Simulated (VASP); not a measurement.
VASP input:

**POSCAR**
```
MgTe
1
    2.3329641961    -4.0408129644    -0.0000000000
    2.3329641961     4.0408129644     0.0000000000
    0.0000000000     0.0000000000     7.6000678201
Mg Te
2 2
Direct
  0.6666670000   0.3333330000   0.4998042160
  0.3333330000   0.6666670000   0.9998042160
  0.6666670000   0.3333330000   0.8761957840
  0.3333330000   0.6666670000   0.3761957840
```

KPOINTS:
```
kpoints
0
gamma
  5 5 3
0 0 0
```

INCAR:
```
IBRION  =  2   ! conjugate gradients
EDIFFG  =  -0.02
SIGMA  =  0.05
LMAXMIX  =  4
EDIFF  =  1E-6   ! SCF stop (eV)
LWAVE  =  F
LUSE_VDW  =  T
ISMEAR  =  0   ! Gaussian
ENCUT  =  520   ! plane-wave cut-off (eV)
LCHARG  =  F
AGGAC  =  0.0
ALGO  =  Normal   ! blocked Davidson
ZAB_VDW  =  -1.8867
NELM  =  100   ! most electronic steps
GGA  =  ML
LREAL  =  F
NSW  =  60
PREC  =  Accurate
SYSTEM  =  MgTe
ISIF  =  3   ! ions, shape and volume
LASPH  =  T   ! aspherical one-centre terms
```

POTCAR, in this order: Mg Te (PBE.64 set). Program: vasp_std.

Problem. Write an equivalent input for Quantum ESPRESSO's pw.x.

Solution. One equivalent input (not run):
```
&CONTROL
  calculation = 'vc-relax'
  pseudo_dir = './pseudo'
  outdir = './out'
  tprnfor = .true.
  tstress = .true.
  nstep = 60
  forc_conv_thr = 0.00078
/
&SYSTEM
  ibrav = 0
  nat = 4
  ntyp = 2
  ecutwfc = 84
  occupations = 'smearing'
  smearing = 'gaussian'
  degauss = 0.003675
  input_dft = 'vdw-df2'
/
&ELECTRONS
  conv_thr = 7.3e-08
  electron_maxstep = 100
/
&IONS
/
&CELL
/
ATOMIC_SPECIES
  Mg 24.305 Mg.upf
  Te 127.600 Te.upf
CELL_PARAMETERS angstrom
     2.3329642   -4.0408130   -0.0000000
     2.3329642    4.0408130    0.0000000
     0.0000000    0.0000000    7.6000678
ATOMIC_POSITIONS crystal
  Mg   0.6666670  0.3333330  0.4998042
  Mg   0.3333330  0.6666670  0.9998042
  Te   0.6666670  0.3333330  0.8761958
  Te   0.3333330  0.6666670  0.3761958
K_POINTS automatic
  5 5 3 0 0 0
```
What does not carry over: the potentials are each code's own (VASP's PAW set, PseudoDojo norm-conserving files in pw.x), so ENCUT and ecutwfc are chosen apart and not converted; conv_thr bounds pw.x's estimated SCF error, while EDIFF bounds the energy change between steps; forc_conv_thr acts on force components and is met together with etot_conv_thr.

The compound is MgTe in the wurtzite structure. It was relaxed first, which changed the volume by +8 %. The start is the result of an earlier pass.
